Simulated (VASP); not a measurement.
Consider the following.

```yaml
crystal:
  lattice:
    - [-1.97527, 1.97527, 4.34323]
    - [1.97527, -1.97527, 4.34323]
    - [1.97527, 1.97527, -4.34323]
  atoms:
    - { symbol: Sc, position: [0.00000, 0.00000, 0.00000] }
    - { symbol: Al, position: [0.75000, 0.25000, 0.50000] }
    - { symbol: Al, position: [0.25000, 0.75000, 0.50000] }
    - { symbol: Al, position: [0.50000, 0.50000, 0.00000] }
```

Method: LDA (Ceperley-Alder, Perdew-Zunger), VASP's LDA PAW potentials (set 64) (plane waves; VASP). Settings: 400 eV cut-off, 12×12×12 Γ-centred mesh, tetrahedra with Blöchl corrections, potentials Sc_sv Al.

The cores are frozen, which limits the accuracy of field gradients.

Task: Give the principal components of the electric field gradient (V/Å²) and the asymmetry η at each nucleus.

Result: 
| atom | Vxx | Vyy | Vzz | η |
|---|---|---|---|---|
| Sc1 | 6.1 | 6.1 | -12.2 | 0.00 |
| Al2 | 5.3 | 5.3 | -10.6 | 0.00 |
| Al3 | 5.3 | 5.3 | -10.6 | 0.00 |
| Al4 | -15.0 | -15.0 | 30.1 | 0.00 |

The structure comes from a computed database's ScAl3 entry (I4/mmm); how it stands against other phases isn't given here. It was relaxed first, which changed the volume by -5 %.
